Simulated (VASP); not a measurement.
Given:

```xyz
2
Lattice="0.0000 2.3500 2.3500 2.3500 0.0000 2.3500 2.3500 2.3500 0.0000" Properties=species:S:1:pos:R:3 pbc="T T T"
Zr     0.0000     0.0000     0.0000
C      2.3500     2.3500     2.3500
```

The numbers are results of revPBE GGA, VASP's PBE PAW potentials (set 64) (plane waves; VASP), not measurements. Numerical set-up: 520 eV cut-off, 12×12×12 Γ-centred mesh, first-order Methfessel-Paxton smearing of 0.10 eV, potentials Zr_sv C.

Problem. The ions, cell shape and volume are relaxed. Predict the relaxed structure.

Solution. 
```xyz
2
Lattice="0.0000 2.3641 2.3641 2.3641 0.0000 2.3641 2.3641 2.3641 0.0000" Properties=species:S:1:pos:R:3 pbc="T T T"
Zr     0.0000     0.0000     0.0000
C      2.3641     2.3641     2.3641
```
Space group Fm-3m (225), at a tolerance of 0.03 Å.

Problem. How do energy and volume change from the first to the last step?

Solution. The energy (σ→0) changes by -2.8 meV/atom and the volume by +1.8 %, in 3 ionic steps.

The compound is ZrC in the rock salt structure. This run relaxes it. Symmetry was kept, so distortions that lower it aren't found.
